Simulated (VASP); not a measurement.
# GdSeO (P4/nmm) in VASP: single point with PBE+U

Aim: the single point of GdSeO with PBE+U.

All numbers are computed with VASP 6.6.1; they aren't measurements. Logs are shortened: lines on timing, memory, paths and dates and some standing lists are left out, and cuts for length are marked.

### 1 The crystal as given

It takes space group P4/nmm (No. 129, tetragonal). The conventional cell has a = 4.142 Å, b = 4.142 Å, c = 6.948 Å, α = 90.00°, β = 90.00°, γ = 90.00°. Around Gd (site symmetry 4mm) lie 4 O at 2.32 Å. Around Se (site symmetry 4mm) lie 1 Gd at 2.81 Å and 4 Se at 3.02 Å. Around O (site symmetry -4m2) lie 4 Gd at 2.32 Å.

The cell was built by a generator and needn't be a form met in nature.

### 2 Single point, PBE+U, collinear spin, typed start

INCAR reads:

```
SYSTEM = GdSeO
PREC = Accurate ; ENCUT = 520
EDIFF = 1E-7 ; ISMEAR = 0
SIGMA = 0.05 ; LREAL = .FALSE.
LASPH = .TRUE. ; NELM = 150
ALGO = Normal ; ISIF = 2
LWAVE = .FALSE. ; LCHARG = .FALSE.
ISPIN = 2 ; MAGMOM = 6.9 6.9 0 0 0 0
LORBIT = 11 ; LMAXMIX = 6
LDAU = .TRUE. ; LDAUTYPE = 1
LDAUL = 3 -1 -1 ; LDAUU = 7.02 0 0
LDAUJ = 0.41 0 0 ; LDAUPRINT = 1
GGA = PE ; NBANDS = 43
```

KPOINTS reads:

```
regular mesh
0
G
  5 5 3
  0 0 0
```

POSCAR reads:

```
GdSeO
1.0
    4.1417014319      0.0000000000      0.0000000000
    0.0000000000      4.1417014319      0.0000000000
    0.0000000000      0.0000000000      6.9475755953
Gd Se O
2 2 2
Direct
    0.2500000000      0.2500000000      0.1498497577
    0.7500000000      0.7500000000      0.8501502423
    0.2500000000      0.2500000000      0.5538674662
    0.7500000000      0.7500000000      0.4461325338
    0.7500000000      0.2500000000      0.0000000000
    0.2500000000      0.7500000000      0.0000000000
```

Potentials or basis: VASP PAW PBE potentials, release 64 (Gd, Se, O).

The run is started by

```
cat potpaw_PBE.64/Gd/POTCAR potpaw_PBE.64/Se/POTCAR potpaw_PBE.64/O/POTCAR > POTCAR
mpirun -np 1 vasp_std > vasp.out
```

OUTCAR:

```text
SYSTEM = GdSeO
   PREC = Accurate
   ENCUT = 520
   EDIFF = 1E-7
   ISMEAR = 0
   LREAL = .FALSE.
   LASPH = .TRUE.
   NELM = 150
   ISIF = 2
   ISPIN = 2
   LORBIT = 11
   GGA = PE

 ion  position               nearest neighbor table
   1  0.250  0.250  0.150-   5 2.32   6 2.32   6 2.32   5 2.32   3 2.81
   2  0.750  0.750  0.850-   5 2.32   6 2.32   5 2.32   6 2.32   4 2.81
   3  0.250  0.250  0.554-   1 2.81
   4  0.750  0.750  0.446-   2 2.81
   5  0.750  0.250  0.000-   1 2.32   2 2.32   2 2.32   1 2.32
   6  0.250  0.750  0.000-   1 2.32   2 2.32   1 2.32   2 2.32

  LATTYP: Found a simple tetragonal cell.
 ALAT       =     4.1417014319
 C/A-ratio  =     1.6774689604

  Lattice vectors:

 A1 = (   4.1417014319,   0.0000000000,   0.0000000000)
 A2 = (   0.0000000000,   4.1417014319,   0.0000000000)
 A3 = (   0.0000000000,   0.0000000000,   6.9475755953)

Analysis of symmetry for initial positions (statically):
=====================================================================
 Subroutine PRICEL returns:
 Original cell was already a primitive cell.

 Routine SETGRP: Setting up the symmetry group for a
 simple tetragonal supercell.

 Subroutine GETGRP returns: Found 16 space group operations
 (whereof  4 operations were pure point group operations)
 out of a pool of 16 trial point group operations.

The static configuration has the point symmetry C_2h.
 The point group associated with its full space group is D_4h.

Analysis of symmetry for dynamics (positions and initial velocities):
=====================================================================
 Subroutine PRICEL returns:
 Original cell was already a primitive cell.

 Routine SETGRP: Setting up the symmetry group for a
 simple tetragonal supercell.

 Subroutine GETGRP returns: Found 16 space group operations
 (whereof  4 operations were pure point group operations)
 out of a pool of 16 trial point group operations.

The dynamic configuration has the point symmetry C_2h.
 The point group associated with its full space group is D_4h.

Analysis of structural, dynamic, and magnetic symmetry:
=====================================================================
 Subroutine PRICEL returns:
 Original cell was already a primitive cell.

 Routine SETGRP: Setting up the symmetry group for a
 simple tetragonal supercell.

 Subroutine GETGRP returns: Found 16 space group operations
 (whereof  4 operations were pure point group operations)
 out of a pool of 16 trial point group operations.

The overall configuration has the point symmetry C_2h.
[... 191 lines left out ...]
 -0.0000  0.0000 -0.0000  0.0000 -0.0007 -0.0000  0.9940

spin component  2

  0.0071 -0.0000  0.0012 -0.0000  0.0000 -0.0000 -0.0000
 -0.0000  0.0042 -0.0000 -0.0000 -0.0000 -0.0000  0.0000
  0.0012 -0.0000  0.0041  0.0000 -0.0000  0.0000 -0.0000
 -0.0000 -0.0000  0.0000  0.0092 -0.0000 -0.0000  0.0000
  0.0000 -0.0000 -0.0000 -0.0000  0.0041  0.0000 -0.0012
 -0.0000 -0.0000  0.0000 -0.0000  0.0000  0.0112  0.0000
 -0.0000  0.0000 -0.0000  0.0000 -0.0012  0.0000  0.0071

 occupancies and eigenvectors

  o =  0.0037  v =  0.0000  0.0000  0.0000  0.0000  0.0000  0.0000  0.0000  0.0006 -0.0000 -0.0018 -0.0000 -0.9427 -0.0000 -0.3338      0.0000  0.0000  0.0000  0.0000  0.0000  0.0000  0.0000  0.0000  0.0000  0.0000  0.0000  0.0000  0.0000  0.0000
  o =  0.0037  v =  0.0000  0.0000  0.0000  0.0000  0.0000  0.0000  0.0000 -0.3338  0.0000  0.9427 -0.0000 -0.0018 -0.0000 -0.0006      0.0000  0.0000  0.0000  0.0000  0.0000  0.0000  0.0000  0.0000  0.0000  0.0000  0.0000  0.0000  0.0000  0.0000
  o =  0.0042  v =  0.0000  0.0000  0.0000  0.0000  0.0000  0.0000  0.0000  0.0000  1.0000 -0.0000  0.0000 -0.0000 -0.0000  0.0000      0.0000  0.0000  0.0000  0.0000  0.0000  0.0000  0.0000  0.0000  0.0000  0.0000  0.0000  0.0000  0.0000  0.0000
  o =  0.0075  v =  0.0000  0.0000  0.0000  0.0000  0.0000  0.0000  0.0000  0.9427 -0.0000  0.3338  0.0000 -0.0000 -0.0000  0.0001      0.0000  0.0000  0.0000  0.0000  0.0000  0.0000  0.0000  0.0000  0.0000  0.0000  0.0000  0.0000  0.0000  0.0000
  o =  0.0075  v =  0.0000  0.0000  0.0000  0.0000  0.0000  0.0000  0.0000 -0.0001  0.0000 -0.0000 -0.0000 -0.3338 -0.0000  0.9427      0.0000  0.0000  0.0000  0.0000  0.0000  0.0000  0.0000  0.0000  0.0000  0.0000  0.0000  0.0000  0.0000  0.0000
  o =  0.0092  v =  0.0000  0.0000  0.0000  0.0000  0.0000  0.0000  0.0000  0.0000  0.0000  0.0000 -1.0000  0.0000 -0.0000 -0.0000      0.0000  0.0000  0.0000  0.0000  0.0000  0.0000  0.0000  0.0000  0.0000  0.0000  0.0000  0.0000  0.0000  0.0000
  o =  0.0112  v =  0.0000  0.0000  0.0000  0.0000  0.0000  0.0000  0.0000 -0.0000  0.0000 -0.0000 -0.0000 -0.0000  1.0000  0.0000      0.0000  0.0000  0.0000  0.0000  0.0000  0.0000  0.0000  0.0000  0.0000  0.0000  0.0000  0.0000  0.0000  0.0000
  o =  0.9920  v = -0.3357  0.0000  0.9420 -0.0000  0.0000  0.0000 -0.0000  0.0000  0.0000  0.0000  0.0000  0.0000  0.0000  0.0000      0.0000  0.0000  0.0000  0.0000  0.0000  0.0000  0.0000  0.0000  0.0000  0.0000  0.0000  0.0000  0.0000  0.0000
  o =  0.9920  v =  0.0000 -0.0000 -0.0000 -0.0000 -0.9420 -0.0000 -0.3357  0.0000  0.0000  0.0000  0.0000  0.0000  0.0000  0.0000      0.0000  0.0000  0.0000  0.0000  0.0000  0.0000  0.0000  0.0000  0.0000  0.0000  0.0000  0.0000  0.0000  0.0000
  o =  0.9922  v =  0.0000 -1.0000 -0.0000  0.0000  0.0000  0.0000  0.0000  0.0000  0.0000  0.0000  0.0000  0.0000  0.0000  0.0000      0.0000  0.0000  0.0000  0.0000  0.0000  0.0000  0.0000  0.0000  0.0000  0.0000  0.0000  0.0000  0.0000  0.0000
  o =  0.9933  v =  0.0000  0.0000  0.0000  1.0000 -0.0000 -0.0000 -0.0000  0.0000  0.0000  0.0000  0.0000  0.0000  0.0000  0.0000      0.0000  0.0000  0.0000  0.0000  0.0000  0.0000  0.0000  0.0000  0.0000  0.0000  0.0000  0.0000  0.0000  0.0000
  o =  0.9943  v =  0.0000  0.0000 -0.0000 -0.0000  0.3357 -0.0000 -0.9420  0.0000  0.0000  0.0000  0.0000  0.0000  0.0000  0.0000      0.0000  0.0000  0.0000  0.0000  0.0000  0.0000  0.0000  0.0000  0.0000  0.0000  0.0000  0.0000  0.0000  0.0000
  o =  0.9943  v = -0.9420  0.0000 -0.3357  0.0000 -0.0000 -0.0000  0.0000  0.0000  0.0000  0.0000  0.0000  0.0000  0.0000  0.0000      0.0000  0.0000  0.0000  0.0000  0.0000  0.0000  0.0000  0.0000  0.0000  0.0000  0.0000  0.0000  0.0000  0.0000
  o =  0.9958  v =  0.0000  0.0000  0.0000  0.0000  0.0000  1.0000 -0.0000  0.0000  0.0000  0.0000  0.0000  0.0000  0.0000  0.0000      0.0000  0.0000  0.0000  0.0000  0.0000  0.0000  0.0000  0.0000  0.0000  0.0000  0.0000  0.0000  0.0000  0.0000

 number of electron      60.0000032 magnetization      13.7665263

 Free energy of the ion-electron system (eV)
  ---------------------------------------------------
  ext. energy  EPLUGINS =         0.00000000
  ---------------------------------------------------
  free energy    TOTEN  =       -53.83025649 eV

  energy without entropy =      -53.82850182  energy(sigma->0) =      -53.82937915

 E-fermi :   4.2590     XC(G=0): -10.1937

 val. band max:        4.1849679037   @ k =   0.2000   0.0000   0.3333
 cond. band min:       4.2729856382   @ k =   0.2000   0.0000   0.0000
 fundamental gap:      0.0880177345
 Fermi energy:         4.2590118555

 spin component 1

 k-point     1 :       0.0000    0.0000    0.0000
  band No.  band energies     occupation
      1     -41.3021      1.00000
      2     -41.2473      1.00000
      3     -19.1923      1.00000
      4     -18.7642      1.00000
      5     -18.7642      1.00000
      6     -18.5843      1.00000
[... 529 lines left out ...]
     41       7.0503      0.00000
     42       7.0797      0.00000
 Fermi energy:         4.2590118555

 spin component 2

 k-point     1 :       0.0000    0.0000    0.0000
  band No.  band energies     occupation
      1     -38.1791      1.00000
      2     -38.1048      1.00000
      3     -17.4645      1.00000
      4     -16.6308      1.00000
      5     -16.6308      1.00000
      6     -16.3936      1.00000
[... 529 lines left out ...]
     41       8.1315      0.00000
     42       8.1663      0.00000
 [bands above 42 left out]

------------------------ aborting loop because EDIFF is reached ----------------------------------------

  FORCE on cell =-STRESS in cart. coord.  units (eV):
  Direction    XX          YY          ZZ          XY          YZ          ZX
  --------------------------------------------------------------------------------------
  -------------------------------------------------------------------------------------
  Total        0.0842072      0.0842072      0.1088697      0.0000000      0.0000000     -0.0000000
  in kB        1.1320581      1.1320581      1.4636150      0.0000000      0.0000000     -0.0000000
  external PRESSURE =       1.2425771 kB  Pullay stress =       0.0000000 kB

 VOLUME and BASIS-vectors are now :
 -----------------------------------------------------------------------------
  energy-cutoff  :      520.00
  volume of cell :      119.18
      direct lattice vectors                 reciprocal lattice vectors
     4.141701432  0.000000000  0.000000000     0.241446665  0.000000000  0.000000000
     0.000000000  4.141701432  0.000000000     0.000000000  0.241446665  0.000000000
     0.000000000  0.000000000  6.947575595     0.000000000  0.000000000  0.143935102

 POSITION                                       TOTAL-FORCE (eV/Angst)
 -----------------------------------------------------------------------------------
      1.03543      1.03543      1.04109         0.000000      0.000000      0.009077
      3.10628      3.10628      5.90648        -0.000000      0.000000     -0.009077
      1.03543      1.03543      3.84804        -0.000000     -0.000000      0.018305
      3.10628      3.10628      3.09954         0.000000     -0.000000     -0.018305
      3.10628      1.03543      0.00000         0.000000      0.000000      0.000000
      1.03543      3.10628      0.00000        -0.000000      0.000000      0.000000
 -----------------------------------------------------------------------------------
    total drift:                                0.000000     -0.000000     -0.000000

  FREE ENERGIE OF THE ION-ELECTRON SYSTEM (eV)
  ---------------------------------------------------
  free  energy   TOTEN  =       -53.8302564882 eV

  energy  without entropy=      -53.8285018208  energy(sigma->0) =      -53.82937915

 total charge

# of ion       s       p       d       f       tot
--------------------------------------------------
    1        2.028   5.645   0.483   6.993  15.149
    2        2.028   5.645   0.483   6.993  15.149
    3        1.498   2.250   0.025   0.000   3.772
    4        1.498   2.250   0.025   0.000   3.772
    5        1.559   3.477   0.000   0.000   5.036
    6        1.559   3.477   0.000   0.000   5.036
--------------------------------------------------
tot         10.170  22.742   1.015  13.986  47.915

 magnetization (x)

# of ion       s       p       d       f       tot
--------------------------------------------------
    1       -0.006  -0.090   0.044   6.902   6.850
    2       -0.006  -0.090   0.044   6.902   6.850
    3       -0.004  -0.086  -0.001   0.000  -0.091
    4       -0.004  -0.086  -0.001   0.000  -0.091
    5       -0.004  -0.040   0.000   0.000  -0.043
    6       -0.004  -0.040   0.000   0.000  -0.043
--------------------------------------------------
tot         -0.027  -0.431   0.087  13.805  13.433
```

It took 2.9 min on 1 thread of Intel Xeon 6975P-C (Granite Rapids), shared host; peak memory 0.34 GiB.

Results:

```
Free energy                                           : -53.8303 eV
Pressure                                              : 0.1 GPa
Largest force                                         : 0.018 eV/Å
Band gap on the k mesh                                : none (metal or under the smearing width)
Net moment                                            : 13.77 μB per cell
Site moments                                          : Gd +6.85; Se -0.09; O -0.04 μB
Valence electrons inside the program's atomic spheres : Gd 15.15; Se 3.77; O 5.04
```

Forces on the atoms (eV/Å):
```
Gd   0.000  0.000  0.009
Gd   0.000  0.000 -0.009
Se   0.000  0.000  0.018
Se   0.000  0.000 -0.018
O    0.000  0.000  0.000
O    0.000  0.000  0.000
```

Eigenvalues of the final occupation matrices:
```tsv
site	spin	trace	eigenvalues
site 1 f	1	6.95	0.99 0.99 0.99 0.99 0.99 0.99 1.00
site 1 f	2	0.05	0.00 0.00 0.00 0.01 0.01 0.01 0.01
site 2 f	1	6.95	0.99 0.99 0.99 0.99 0.99 0.99 1.00
site 2 f	2	0.05	0.00 0.00 0.00 0.01 0.01 0.01 0.01
```

Caveat: spin-orbit coupling is left out, which moves the levels of the heavy elements. The state reached can hang on the start; a lower one may exist.
